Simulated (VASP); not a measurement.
Input:

```
GaP
1.0
   11.06711     0.00000     0.00000
    0.00000    11.06711     0.00000
    0.00000     0.00000    11.06711
Ga P
31 31
Direct
  0.50030   0.00145   0.00131
  0.75054   0.24925   0.99783
  0.75072   0.99790   0.24908
  0.00096   0.99895   0.99892
  0.25233   0.25077   0.00112
  0.49925   0.50056   0.00058
  0.74929   0.74768   0.00105
  0.25221   0.00118   0.25059
  0.51156   0.25561   0.25571
  0.74455   0.48853   0.25538
  0.49918   0.00060   0.50057
  0.74442   0.25544   0.48844
  0.74931   0.00100   0.74764
  0.99845   0.49974   0.00132
  0.25044   0.74960   0.00096
  0.00218   0.24930   0.24913
  0.25341   0.50119   0.25460
  0.49898   0.74658   0.25462
  0.99850   0.00175   0.49943
  0.25349   0.25486   0.50101
  0.74530   0.74654   0.50099
  0.25039   0.00113   0.74956
  0.49889   0.25488   0.74634
  0.74531   0.50111   0.74645
  0.99893   0.74775   0.25060
  0.99924   0.50069   0.50055
  0.25147   0.74853   0.49898
  0.99888   0.25070   0.74775
  0.25158   0.49903   0.74827
  0.50086   0.74840   0.74839
  0.99913   0.74965   0.74946
  0.62726   0.12585   0.12581
  0.87413   0.37255   0.12569
  0.87409   0.12599   0.37234
  0.12652   0.12451   0.12439
  0.37911   0.37541   0.12965
  0.62456   0.62085   0.12946
  0.87549   0.87345   0.12445
  0.37903   0.12956   0.37535
  0.87043   0.62096   0.37529
  0.62451   0.12950   0.62081
  0.87040   0.37539   0.62083
  0.87538   0.12447   0.87346
  0.12540   0.62433   0.12643
  0.37569   0.87460   0.12650
  0.12502   0.37552   0.37531
  0.37826   0.62188   0.38145
  0.62460   0.87500   0.37533
  0.12547   0.12670   0.62423
  0.37849   0.38190   0.62139
  0.61837   0.62171   0.62161
  0.87360   0.87461   0.62415
  0.37574   0.12669   0.87442
  0.62458   0.37542   0.87486
  0.87347   0.62438   0.87437
  0.12411   0.87592   0.37503
  0.12443   0.62548   0.62533
  0.37442   0.87555   0.62544
  0.12418   0.37521   0.87581
  0.37448   0.62545   0.87551
  0.62486   0.87576   0.87572
  0.12546   0.87473   0.87451
```

Method: HSE06 screened hybrid, VASP's PBE PAW potentials (set 64) (plane waves; VASP 6.6.1). Run with PREC = Normal, LREAL = Auto, ISYM = 0, EDIFF = 1E-5, 400 eV cut-off, 1×1×1 Γ-centred mesh, Gaussian smearing of 0.050 eV, potentials Ga P. Starting moments (MAGMOM): 62*0.0323. The cell's moment is fixed (NUPDOWN = 2).

The supercell is sampled at Γ alone, which is coarse: total energies, pressure and levels can be off, energies of defects by several tenths of an eV.

Question: Estimate the cell moment, energy per atom (σ→0).

Answer: 
```yaml
cell_moment: 2.00 μB
energy per atom (σ→0): -5.270 eV/atom
```

Question: Give the moment on each site (PAW-sphere projection).

Answer: 
| site | moment (μB) |
|---|---|
| Ga1 | 0.01 |
| Ga2 | 0.00 |
| Ga3 | 0.00 |
| Ga4 | 0.00 |
| Ga5 | 0.00 |
| Ga6 | 0.00 |
| Ga7 | 0.00 |
| Ga8 | 0.00 |
| Ga9 | 0.01 |
| Ga10 | 0.01 |
| Ga11 | 0.00 |
| Ga12 | 0.01 |
| Ga13 | 0.00 |
| Ga14 | 0.01 |
| Ga15 | 0.00 |
| Ga16 | 0.00 |
| Ga17 | 0.01 |
| Ga18 | 0.01 |
| Ga19 | 0.01 |
| Ga20 | 0.01 |
| Ga21 | 0.01 |
| Ga22 | 0.00 |
| Ga23 | 0.01 |
| Ga24 | 0.01 |
| Ga25 | 0.00 |
| Ga26 | 0.00 |
| Ga27 | 0.00 |
| Ga28 | 0.00 |
| Ga29 | 0.00 |
| Ga30 | 0.00 |
| Ga31 | 0.00 |
| P32 | 0.00 |
| P33 | 0.00 |
| P34 | 0.00 |
| P35 | 0.01 |
| P36 | 0.00 |
| P37 | 0.00 |
| P38 | 0.01 |
| P39 | 0.00 |
| P40 | 0.00 |
| P41 | 0.00 |
| P42 | 0.00 |
| P43 | 0.01 |
| P44 | 0.03 |
| P45 | 0.03 |
| P46 | 0.00 |
| P47 | 0.24 |
| P48 | 0.00 |
| P49 | 0.03 |
| P50 | 0.24 |
| P51 | 0.24 |
| P52 | 0.03 |
| P53 | 0.03 |
| P54 | 0.00 |
| P55 | 0.03 |
| P56 | 0.02 |
| P57 | 0.00 |
| P58 | 0.00 |
| P59 | 0.02 |
| P60 | 0.00 |
| P61 | 0.02 |
| P62 | 0.01 |

The absolute energy has meaning only against runs of the same code, potentials and settings.

The cell is a supercell with a defect, built from GaP (zinc blende): vac_Ga-vac_P. The cell's shape comes from a PBE relaxation.
